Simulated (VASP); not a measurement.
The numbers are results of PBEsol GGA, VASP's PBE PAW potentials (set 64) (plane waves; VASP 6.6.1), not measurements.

A VASP calculation is set up with these files.

**INCAR**
```
SYSTEM = Li
PREC = Accurate
ENCUT = 530
EDIFF = 1E-6
NELM = 100
ALGO = Normal
LREAL = .FALSE.
LASPH = .TRUE.
ISMEAR = 1
SIGMA = 0.1
GGA = PS
LWAVE = .FALSE.
LCHARG = .FALSE.
IBRION = 2
ISIF = 3
NSW = 60
EDIFFG = -0.01
```

**POSCAR**
```
Li
1.0
 -1.7129715271   1.7129715271   1.7129715271
  1.7129715271  -1.7129715271   1.7129715271
  1.7129715271   1.7129715271  -1.7129715271
Li
1
direct
  0.0000000000   0.0000000000   1.0000000000
```

KPOINTS:
```
K-points
0
gamma
 13 13 13
0 0 0
```

POTCAR, in this order: Li_sv (PBE.64 set). Program: vasp_std.

What VASP printed:

**OSZICAR**
```
       N       E                     dE             d eps       ncg     rms          rms(c)
DAV:   1     0.524938144499E+00    0.52494E+00   -0.70378E+02   845   0.412E+02
DAV:   2    -0.187499413351E+01   -0.23999E+01   -0.22653E+01  1205   0.605E+01
DAV:   3    -0.196640995654E+01   -0.91416E-01   -0.91324E-01  1030   0.870E+00
DAV:   4    -0.196903621471E+01   -0.26263E-02   -0.26245E-02  1095   0.138E+00
DAV:   5    -0.196910541994E+01   -0.69205E-04   -0.69204E-04  1085   0.143E-01    0.336E-01
DAV:   6    -0.196745197337E+01    0.16534E-02   -0.57352E-04  1145   0.178E-01    0.190E-01
DAV:   7    -0.196675114013E+01    0.70083E-03   -0.17006E-03  1150   0.308E-01    0.315E-02
DAV:   8    -0.196678338814E+01   -0.32248E-04   -0.33853E-04   940   0.171E-01    0.266E-03
DAV:   9    -0.196678250790E+01    0.88024E-06   -0.73433E-06   960   0.296E-02
   1 F= -.19667825E+01 E0= -.19667831E+01  d E =-.196678E+01
```

**OUTCAR**
```
------------------------ aborting loop because EDIFF is reached ----------------------------------------
  FORCE on cell =-STRESS in cart. coord.  units (eV):
  Direction    XX          YY          ZZ          XY          YZ          ZX
  --------------------------------------------------------------------------------------
  Total        0.0003692      0.0003692      0.0003692      0.0000000     -0.0000000     -0.0000000
  in kB        0.0294252      0.0294252      0.0294252      0.0000000     -0.0000000     -0.0000000
  external PRESSURE =       0.0294252 kB  Pullay stress =       0.0000000 kB
  volume of cell :       20.11
      direct lattice vectors                 reciprocal lattice vectors
    -1.712971527  1.712971527  1.712971527     0.000000000  0.291890433  0.291890433
     1.712971527 -1.712971527  1.712971527     0.291890433  0.000000000  0.291890433
     1.712971527  1.712971527 -1.712971527     0.291890433  0.291890433  0.000000000
 POSITION                                       TOTAL-FORCE (eV/Angst)
 -----------------------------------------------------------------------------------
      0.00000      0.00000      0.00000        -0.000000      0.000000     -0.000000
 -----------------------------------------------------------------------------------
    total drift:                               -0.000000      0.000000     -0.000000
  FREE ENERGIE OF THE ION-ELECTRON SYSTEM (eV)
  ---------------------------------------------------
  free  energy   TOTEN  =        -1.9667825079 eV

  energy  without entropy=       -1.9667842560  energy(sigma->0) =       -1.96678309

 reached required accuracy - stopping structural energy minimisation
```
(Selected blocks of OUTCAR.)

OUTCAR:
```
 val. band max:        0.6729281850   @ k =  -0.3846   0.4615   0.0769

 cond. band min:       0.7175615076   @ k =   0.4615   0.0000   0.0000


 Fermi energy:         0.7090763195

 k-point     1 :       0.0000    0.0000    0.0000
  band No.  band energies     occupation
      1     -45.2478      2.00000
      2      -2.9158      2.00000
      3      15.3646      0.00000
      4      15.3646      0.00000
      5      15.3647      0.00000

 k-point     2 :       0.0769    0.0000    0.0000
  band No.  band energies     occupation
      1     -45.2467      2.00000
      2      -2.8038      2.00000
      3      14.5892      0.00000
      4      14.8134      0.00000
      5      15.1659      0.00000

 k-point     3 :       0.1538    0.0000    0.0000
  band No.  band energies     occupation
      1     -45.2433      2.00000
      2      -2.4671      2.00000
      3      12.4895      0.00000
      4      13.7624      0.00000
      5      14.6262      0.00000

 k-point     4 :       0.2308    0.0000    0.0000
  band No.  band energies     occupation
      1     -45.2385      2.00000
      2      -1.9064      2.00000
      3      10.0089      0.00000
      4      12.7536      0.00000
      5      13.9370      0.00000

 k-point     5 :       0.3077    0.0000    0.0000
  band No.  band energies     occupation
      1     -45.2334      2.00000
      2      -1.1299      2.00000
      3       7.6626      0.00000
      4      11.9488      0.00000
      5      13.3015      0.00000

 k-point     6 :       0.3846    0.0000    0.0000
  band No.  band energies     occupation
      1     -45.2292      2.00000
      2      -0.1806      2.00000
      3       5.6319      0.00000
      4      11.3978      0.00000
      5      12.8362      0.00000

 k-point     7 :       0.4615    0.0000    0.0000
  band No.  band energies     occupation
      1     -45.2268      2.00000
      2       0.7176      0.85696
      3       4.1856      0.00000
...
```

The compound is Li in the bcc structure. It was relaxed first, which changed the volume by -5 %. The start is the result of an earlier pass.
